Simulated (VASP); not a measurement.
# Ti2SnTe2 (P-3m1) in VASP: notebook

The runs below take Ti2SnTe2 through relaxation of cell and atoms, with PBE.

Program: VASP 6.6.1. These are calculated values, not measurements. Logs are shortened: lines on timing, memory, paths and dates and some standing lists are left out, and cuts for length are marked.

### 1 The crystal as given

Symmetry: P-3m1, No. 164, trigonal system. Conventional cell: a = 4.584 Å, b = 4.584 Å, c = 7.632 Å, α = 90.00°, β = 90.00°, γ = 120.00°. Ti (site symmetry 3m) is surrounded by 4 Te at 2.86 to 2.91 Å and 3 Ti at 3.21 Å. Sn (site symmetry -3m) is surrounded by 6 Te at 3.21 Å. Around Te (site symmetry 3m) lie 4 Ti at 2.86 to 2.91 Å and 3 Sn at 3.21 Å.

The cell was built by a generator and needn't be a form met in nature.

### 2 Relaxation of cell and atoms, PBE

Input file INCAR:

```
SYSTEM = Ti2SnTe2
PREC = Normal
ENCUT = 520
EDIFF = 1E-4
ISMEAR = 0
SIGMA = 0.15
LREAL = .False.
LASPH = .True.
NELM = 60
ALGO = Fast
ISIF = 3
LWAVE = .False.
LCHARG = .False.
GGA = PE
IBRION = 2
NSW = 24
EDIFFG = -0.08
```

Input file KPOINTS:

```
Automatic mesh
0
Gamma
  4 4 2
  0 0 0
```

Input file POSCAR:

```
Ti2SnTe2
1.0
    4.5835407700      0.0000000000      0.0000000000
   -2.2917703900      3.9694627500      0.0000000000
    0.0000000000      0.0000000000      7.6318272400
Ti Sn Te
2 1 2
Direct
    0.3333333300      0.6666666700      0.6194559900
    0.6666666700      0.3333333300      0.3805440100
    0.0000000000      0.0000000000      0.0000000000
    0.3333333300      0.6666666700      0.2381086100
    0.6666666700      0.3333333300      0.7618913900
```

Potentials or basis: VASP PAW PBE potentials, release 64 (Ti_sv, Sn_d, Te).

Run with:

```sh
cat potpaw_PBE.64/Ti_sv/POTCAR potpaw_PBE.64/Sn_d/POTCAR potpaw_PBE.64/Te/POTCAR > POTCAR
mpirun -np 1 vasp_std > vasp.out
```

OUTCAR:

```text
SYSTEM = Ti2SnTe2
   PREC = Normal
   ENCUT = 520
   EDIFF = 1E-4
   ISMEAR = 0
   LREAL = .False.
   LASPH = .True.
   NELM = 60
   ISIF = 3
   GGA = PE
   IBRION = 2
   NSW = 24
   EDIFFG = -0.08

 ion  position               nearest neighbor table
   1  0.333  0.667  0.619-   5 2.86   5 2.86   5 2.86   4 2.91
   2  0.667  0.333  0.381-   4 2.86   4 2.86   4 2.86   5 2.91
   3  0.000  0.000  0.000-   4 3.21   5 3.21   5 3.21   4 3.21   5 3.21   4 3.21
   4  0.333  0.667  0.238-   2 2.86   2 2.86   2 2.86   1 2.91   3 3.21   3 3.21   3 3.21
   5  0.667  0.333  0.762-   1 2.86   1 2.86   1 2.86   2 2.91   3 3.21   3 3.21   3 3.21

  LATTYP: Found a hexagonal cell.
 ALAT       =     4.5835407700
 C/A-ratio  =     1.6650505849

  Lattice vectors:

 A1 = (   4.5835407700,   0.0000000000,   0.0000000000)
 A2 = (  -2.2917703900,   3.9694627500,   0.0000000000)
 A3 = (   0.0000000000,   0.0000000000,   7.6318272400)

Analysis of symmetry for initial positions (statically):
=====================================================================
 Subroutine PRICEL returns:
 Original cell was already a primitive cell.

 Routine SETGRP: Setting up the symmetry group for a
 hexagonal supercell.

 Subroutine GETGRP returns: Found 12 space group operations
 (whereof 12 operations were pure point group operations)
 out of a pool of 24 trial point group operations.

The static configuration has the point symmetry D_3d.

Analysis of symmetry for dynamics (positions and initial velocities):
=====================================================================
 Subroutine PRICEL returns:
 Original cell was already a primitive cell.

 Routine SETGRP: Setting up the symmetry group for a
 hexagonal supercell.

 Subroutine GETGRP returns: Found 12 space group operations
 (whereof 12 operations were pure point group operations)
 out of a pool of 24 trial point group operations.

The dynamic configuration has the point symmetry D_3d.

 Subroutine INISYM returns: Found 12 space group operations
 (whereof 12 operations are pure point group operations),
 and found     1 'primitive' translations

----------------------------------------------------------------------------------------

                                     Primitive cell

  volume of cell :     138.8549

  direct lattice vectors                    reciprocal lattice vectors
     4.583540770  0.000000000  0.000000000     0.218171944  0.125961631  0.000000000
    -2.291770390  3.969462750  0.000000000     0.000000000  0.251923261  0.000000000
     0.000000000  0.000000000  7.631827240     0.000000000  0.000000000  0.131030220

  length of vectors
     4.583540770  4.583540776  7.631827240     0.251923261  0.251923261  0.131030220

  position of ions in fractional coordinates (direct lattice)
     0.333333330  0.666666670  0.619455990
     0.666666670  0.333333330  0.380544010
     0.000000000  0.000000000  0.000000000
     0.333333330  0.666666670  0.238108610
     0.666666670  0.333333330  0.761891390

  ion indices of the primitive-cell ions
   primitive index   ion index
                 1           1
                 2           2
                 3           3
                 4           4
                 5           5

----------------------------------------------------------------------------------------

 KPOINTS: Automatic mesh

Automatic generation of k-mesh.
 Grid dimensions read from file:
 generate k-points for:    4    4    2

 Generating k-lattice:

  Cartesian coordinates                     Fractional coordinates (reciprocal lattice)
     0.054542986  0.031490408  0.000000000     0.250000000  0.000000000  0.000000000
     0.000000000  0.062980815  0.000000000     0.000000000  0.250000000  0.000000000
     0.000000000  0.000000000  0.065515110     0.000000000  0.000000000  0.500000000

  Length of vectors
     0.062980815  0.062980815  0.065515110

  Shift w.r.t. Gamma in fractional coordinates (k-lattice)
     0.000000000  0.000000000  0.000000000

 Subroutine IBZKPT returns following result:
 ===========================================

 Found      8 irreducible k-points:

 Following reciprocal coordinates:
            Coordinates               Weight
  0.000000  0.000000  0.000000      1.000000
  0.250000  0.000000  0.000000      6.000000
  0.500000  0.000000  0.000000      3.000000
  0.250000  0.250000  0.000000      6.000000
  0.000000  0.000000  0.500000      1.000000
  0.250000  0.000000  0.500000      6.000000
  0.500000  0.000000  0.500000      3.000000
  0.250000  0.250000  0.500000      6.000000
   k-points           NKPTS =      8   k-points in BZ     NKDIM =      8   number of bands    NBANDS=     30
   number of dos      NEDOS =    301   number of ions     NIONS =      5
   total plane-waves  NPLWV =  37632
   dimension x,y,z NGX =    28 NGY =   28 NGZ =   48
   dimension x,y,z NGXF=    56 NGYF=   56 NGZF=   96
   ions per type =               2   1   2
   NGX,Y,Z   is equivalent  to a cutoff of  10.16, 10.16, 10.46 a.u.
   NGXF,Y,Z  is equivalent  to a cutoff of  20.31, 20.31, 20.91 a.u.
 SYSTEM =  Ti2SnTe2
   PREC   = normal    normal or accurate (medium, high low for compatibility)
   ISTART =      0    job   : 0-new  1-cont  2-samecut
   ICHARG =      2    charge: 1-file 2-atom 10-const
   ISPIN  =      1    spin polarized calculation?
   LNONCOLLINEAR =      F non collinear calculations
   LSORBIT =      F    spin-orbit coupling
   LASPH  =      T    aspherical Exc in radial PAW
   ENCUT  =  520.0 eV  38.22 Ry    6.18 a.u.   8.52  8.52 14.19*2*pi/ulx,y,z
   NELM   =     60;   NELMIN=  2; NELMDL= -5     # of ELM steps
   EDIFF  = 0.1E-03   stopping-criterion for ELM
   LREAL  =      F    real-space projection
   EDIFFG = -.8E-01   stopping-criterion for IOM
   NSW    =     24    number of steps for IOM
   IBRION =      2    ionic relax: 0-MD 1-quasi-New 2-CG
   NFREE  =      1    steps in history (QN), initial steepest desc. (CG)
   ISIF   =      3    stress and relaxation
   ISYM   =      2    0-nonsym 1-usesym 2-fastsym
   POTIM  = 0.5000    time-step for ionic-motion
   TEBEG  =    0.0;   TEEND  =   0.0 temperature during run
   PSTRESS=    0.0 pullay stress
   NELECT =      50.0000    total number of electrons
   NUPDOWN=      -1.0000    fix difference up-down
   EMIN   =  10.00;   EMAX   =-10.00  energy-range for DOS
   EFERMI =   0.00;   METHOD = LEGACY
   ISMEAR =     0;   SIGMA  =   0.15  broadening in eV -4-tet -1-fermi 0-gaus
   EFERMI_NEDOS =   21; number of points for ismear=-14 and -15
   IALGO  =     68    algorithm
   IMIX   =      4    mixing-type and parameters
     AMIX     =   0.40;   BMIX     =  1.00
     AMIX_MAG =   1.60;   BMIX_MAG =  1.00
  volume/ion in A,a.u.               =      27.77       187.41
  Fermi-wavevector in a.u.,A,eV,Ry     =   1.164692  2.200949 18.456400  1.356507
  Thomas-Fermi vector in A             =   2.301227
   LORBIT       =      0    0 simple, 1 ext, 2 COOP (PROOUT), +10 PAW based schemes
   GGA     = PE    functional components
   LHFCALC =     F    Hartree Fock is set to
   AEXX    =    0.0000 exact exchange contribution
   IVDW    =     0    specifies the selected vdW correction
   LEPSILON=     F    determine dielectric tensor
   LRPA    =     F    only Hartree local field effects (RPA)
 conjugate gradient relaxation of ions
 non-spin polarized calculation
 RMM-DIIS sequential band-by-band and
 Gauss-broadening in eV      SIGMA  =   0.15
  energy-cutoff  :      520.00
  volume of cell :      138.85
 maximum number of plane-waves:      3791
   NGX = 17   NGY = 17   NGZ = 29

--------------------------------------- Ionic step        1  -------------------------------------------

 number of electron      49.9999998 magnetization

 Free energy of the ion-electron system (eV)
  ---------------------------------------------------
  ext. energy  EPLUGINS =         0.00000000
  ---------------------------------------------------
  free energy    TOTEN  =       -25.75193711 eV

  energy without entropy =      -25.66918645  energy(sigma->0) =      -25.71056178

------------------------ aborting loop because EDIFF is reached ----------------------------------------

  FORCE on cell =-STRESS in cart. coord.  units (eV):
  Direction    XX          YY          ZZ          XY          YZ          ZX
  --------------------------------------------------------------------------------------
  -------------------------------------------------------------------------------------
  Total       -2.0478628     -2.0478628     -3.9978876      0.0000000     -0.0000000      0.0000000
  in kB      -23.6292572    -23.6292573    -46.1296117      0.0000000     -0.0000000      0.0000000
  external PRESSURE =     -31.1293754 kB  Pullay stress =       0.0000000 kB
[... 24 lines left out ...]
  energy  without entropy=      -25.6691864468  energy(sigma->0) =      -25.71056178

--------------------------------------- Ionic step        2  -------------------------------------------

 number of electron      49.9999995 magnetization

 E-fermi :   7.7868     XC(G=0): -10.0308

 val. band max:        7.7622689501   @ k =   0.2500   0.0000   0.0000
 cond. band min:       7.8537208274   @ k =   0.5000   0.0000   0.0000
 fundamental gap:      0.0914518773
 Fermi energy:         7.7868057912

 k-point     1 :       0.0000    0.0000    0.0000
  band No.  band energies     occupation
      1     -49.2235      2.00000
      2     -49.1940      2.00000
      3     -25.5680      2.00000
      4     -25.5680      2.00000
      5     -25.5046      2.00000
      6     -25.4826      2.00000
[... 324 lines left out ...]
  FREE ENERGIE OF THE ION-ELECTRON SYSTEM (eV)
  ---------------------------------------------------
  free  energy   TOTEN  =       -25.9592332450 eV

  energy  without entropy=      -25.8877075103  energy(sigma->0) =      -25.92347038

[... ionic steps 4 to 11 ...]

--------------------------------------- Ionic step       12  -------------------------------------------

 number of electron      49.9999994 magnetization

------------------------ aborting loop because EDIFF is reached ----------------------------------------

  FORCE on cell =-STRESS in cart. coord.  units (eV):
  Direction    XX          YY          ZZ          XY          YZ          ZX
  --------------------------------------------------------------------------------------
  -------------------------------------------------------------------------------------
  Total        0.4535324      0.4535324     -0.2575403     -0.0000000      0.0000000     -0.0000000
  in kB        5.2802412      5.2802412     -2.9984071     -0.0000000      0.0000000     -0.0000000
  external PRESSURE =       2.5206917 kB  Pullay stress =       0.0000000 kB
[... 63 lines left out ...]
  energy  without entropy=      -26.1227281697  energy(sigma->0) =      -26.15160767

--------------------------------------- Ionic step       14  -------------------------------------------

 number of electron      49.9999991 magnetization

 Free energy of the ion-electron system (eV)
  ---------------------------------------------------
  ext. energy  EPLUGINS =         0.00000000
  ---------------------------------------------------
  free energy    TOTEN  =       -26.18371879 eV

  energy without entropy =      -26.12543272  energy(sigma->0) =      -26.15457576

 E-fermi :   7.0288     XC(G=0):  -9.6770

 val. band max:        7.0041251327   @ k =   0.2500   0.0000   0.0000
 cond. band min:       7.0694434594   @ k =   0.5000   0.0000   0.0000
 fundamental gap:      0.0653183267
 Fermi energy:         7.0288188725

 k-point     1 :       0.0000    0.0000    0.0000
  band No.  band energies     occupation
      1     -50.0725      2.00000
      2     -50.0474      2.00000
      3     -26.4319      2.00000
      4     -26.4319      2.00000
      5     -26.3612      2.00000
      6     -26.3612      2.00000
[... 285 lines left out ...]
  FREE ENERGIE OF THE ION-ELECTRON SYSTEM (eV)
  ---------------------------------------------------
  free  energy   TOTEN  =       -26.1837187872 eV

  energy  without entropy=      -26.1254327232  energy(sigma->0) =      -26.15457576

 reached required accuracy - stopping structural energy minimisation
```

It took 3.4 min on 1 thread of Intel Xeon 6975P-C (Granite Rapids), shared host; peak memory 0.22 GiB.

Results:

* Free energy: -26.1837 eV
* Relaxed volume: 27.55 Å³/atom
* Relaxed cell: a = 4.449 Å, b = 4.449 Å, c = 8.037 Å, α = 90.00°, β = 90.00°, γ = 120.00°
* Space group after relaxing (to 0.05 Å): P-3m1 (No. 164)
* Energy gained by relaxing: 86.4 meV/atom
* Ionic steps: 14
* Pressure after relaxing: 0.1 GPa
* Largest force after relaxing: 0.062 eV/Å
* Band gap on the k mesh: none (metal or under the smearing width)

Forces on the atoms (eV/Å):
```
Ti   0.000  0.000 -0.062
Ti   0.000  0.000  0.062
Sn   0.000  0.000  0.000
Te   0.000  0.000 -0.005
Te   0.000  0.000  0.005
```

Stress tensor (GPa, compression positive):
```
0.02 0.00 0.00
0.00 0.02 0.00
0.00 0.00 0.27
```

The path:
```tsv
step	energy change (eV)	largest force (eV/Å)	pressure (GPa)	volume (Å³)
1	0.0000	1.3254	-3.11	138.85
2	-0.2012	0.5118	1.88	128.28
3	-0.2073	0.6449	1.41	129.54
4	-0.2707	0.3530	0.76	131.57
5	-0.3037	0.4928	0.25	134.15
6	-0.3559	0.2133	-0.08	135.69
7	-0.4089	0.3079	-1.12	139.45
8	-0.4277	0.1651	-0.08	137.83
9	-0.4283	0.1733	-0.22	137.71
10	-0.4283	0.1706	0.17	137.45
11	-0.4286	0.2213	0.26	137.52
12	-0.4286	0.2331	0.25	137.61
13	-0.4286	0.2354	0.09	137.66
14	-0.4318	0.0619	0.11	137.77
```

Final structure:
```cif
data_structure
_symmetry_space_group_name_H-M 'P 1'
_symmetry_Int_Tables_number 1
_cell_length_a 4.4492
_cell_length_b 4.4492
_cell_length_c 8.0366
_cell_angle_alpha 90.000
_cell_angle_beta 90.000
_cell_angle_gamma 120.000
_cell_volume 137.77
loop_
_atom_site_label
_atom_site_type_symbol
_atom_site_fract_x
_atom_site_fract_y
_atom_site_fract_z
_atom_site_occupancy
Ti1 Ti 0.33333 0.66667 0.61244 1
Ti2 Ti 0.66667 0.33333 0.38756 1
Sn1 Sn 0.00000 0.00000 0.00000 1
Te1 Te 0.33333 0.66667 0.27471 1
Te2 Te 0.66667 0.33333 0.72529 1
```

Caveat: the k mesh is coarse (spacing up to 0.41 Å⁻¹), so the values aren't converged; the relaxation stopped at a loose force limit of 0.08 eV/Å, so its end isn't a converged minimum. The run has no spin-orbit coupling, so splittings on Te are missing.

### 3 Relaxation of cell and atoms, PBE

This run uses another cell than the first one, of 28.49 Å³/atom, 1.026 times its volume.

INCAR is that of step 2.

KPOINTS is that of step 2.

Input file POSCAR:

```
Ti2SnTe2
1.0
    4.5555813700      0.0000000000      0.0000000000
   -2.2777906800      3.9452491900      0.0000000000
    0.0000000000      0.0000000000      7.9254829900
Ti Sn Te
2 1 2
Direct
    0.6666666700      0.3333333300      0.2264030000
    0.6666666700      0.3333333300      0.7735970000
    0.0000000000      0.0000000000      0.5000000000
    0.0000000000      0.0000000000      0.0000000000
    0.3333333300      0.6666666700      0.5000000000
```

Potentials or basis: VASP PAW PBE potentials, release 64 (Ti_sv, Sn_d, Te).

Run with:

```sh
cat potpaw_PBE.64/Ti_sv/POTCAR potpaw_PBE.64/Sn_d/POTCAR potpaw_PBE.64/Te/POTCAR > POTCAR
mpirun -np 1 vasp_std > vasp.out
```

It took 10 min on 1 thread of Intel Xeon 6975P-C (Granite Rapids), shared host; peak memory 0.22 GiB.

Results (log left out):

- Free energy: -25.2720 eV
- Relaxed volume: 26.50 Å³/atom
- Relaxed cell: a = 4.937 Å, b = 4.937 Å, c = 6.277 Å, α = 90.00°, β = 90.00°, γ = 120.00°
- Space group after relaxing (to 0.05 Å): P-6m2 (No. 187)
- Energy gained by relaxing: 626.6 meV/atom
- Ionic steps: 20
- Pressure after relaxing: -0.1 GPa
- Largest force after relaxing: 0.008 eV/Å
- Band gap on the k mesh: none (metal or under the smearing width)

Forces on the atoms (eV/Å):
```
Ti   0.000  0.000 -0.008
Ti   0.000  0.000  0.008
Sn   0.000  0.000  0.000
Te   0.000  0.000  0.000
Te   0.000  0.000  0.000
```

Stress tensor (GPa, compression positive):
```
-0.17  0.00  0.00
 0.00 -0.17  0.00
 0.00  0.00 -0.06
```

The path:
| step | energy change (eV) | largest force (eV/Å) | pressure (GPa) | volume (Å³) |
| --- | --- | --- | --- | --- |
| 1 | 0.0000 | 0.0883 | 0.08 | 142.44 |
| 2 | -1.1940 | 0.2856 | -2.78 | 141.69 |
| 3 | -1.8287 | 0.6206 | -2.08 | 132.46 |
| 4 | -2.2762 | 0.2106 | -3.39 | 138.88 |
| 5 | -2.2493 | 0.5978 | -3.22 | 135.18 |
| 6 | -2.3883 | 0.3318 | -3.89 | 137.49 |
| 7 | -2.4453 | 0.8480 | 2.29 | 121.46 |
| 8 | -2.5171 | 0.6848 | -0.56 | 127.98 |
| 9 | -2.5892 | 0.5920 | 0.42 | 124.78 |
| 10 | -2.5940 | 0.6055 | 1.08 | 123.67 |
| 11 | -2.6676 | 0.7005 | 0.33 | 124.86 |
| 12 | -2.9621 | 0.9060 | -0.27 | 128.47 |
| 13 | -2.5869 | 3.1959 | 2.47 | 135.91 |
| 14 | -3.0809 | 0.5665 | -0.64 | 130.16 |
| 15 | -3.1059 | 0.3933 | 0.58 | 132.30 |
| 16 | -3.1166 | 0.0144 | -0.13 | 131.47 |
| 17 | -3.0796 | 0.7465 | 1.37 | 132.35 |
| 18 | -3.1282 | 0.1837 | 0.30 | 131.79 |
| 19 | -3.1219 | 0.2426 | -0.64 | 133.58 |
| 20 | -3.1328 | 0.0077 | -0.14 | 132.48 |

Final structure:
```
Ti Sn Te
1.0
     4.93677    0.00000    0.00000
    -2.46838    4.27536    0.00000
     0.00000    0.00000    6.27665
Ti Sn Te
2 1 2
Direct
  0.66667 0.33333 0.29975
  0.66667 0.33333 0.70025
  0.00000 0.00000 0.50000
  0.00000 0.00000 0.00000
  0.33333 0.66667 0.50000
```

Levels at points of the mesh, in eV from the Fermi level:
| k point | band 23 | band 24 | band 25 | band 26 | band 27 | band 28 |
| --- | --- | --- | --- | --- | --- | --- |
| (0.00, 0.00, 0.00) | -1.78 | -1.58 | -1.23 | 0.02 | 0.02 | 1.19 |
| (0.50, 0.00, 0.00) | -0.75 | -0.62 | 0.00 | 0.46 | 0.53 | 0.93 |
| (0.00, 0.00, 0.50) | -1.98 | -1.61 | -0.27 | 0.11 | 0.41 | 0.41 |
| (0.50, 0.00, 0.50) | -0.91 | -0.62 | -0.30 | 0.17 | 0.52 | 0.65 |

Caveat: the k mesh is coarse (spacing up to 0.40 Å⁻¹), so the values aren't converged; the relaxation stopped at a loose force limit of 0.08 eV/Å, so its end isn't a converged minimum. The run has no spin-orbit coupling, so splittings on Te are missing.
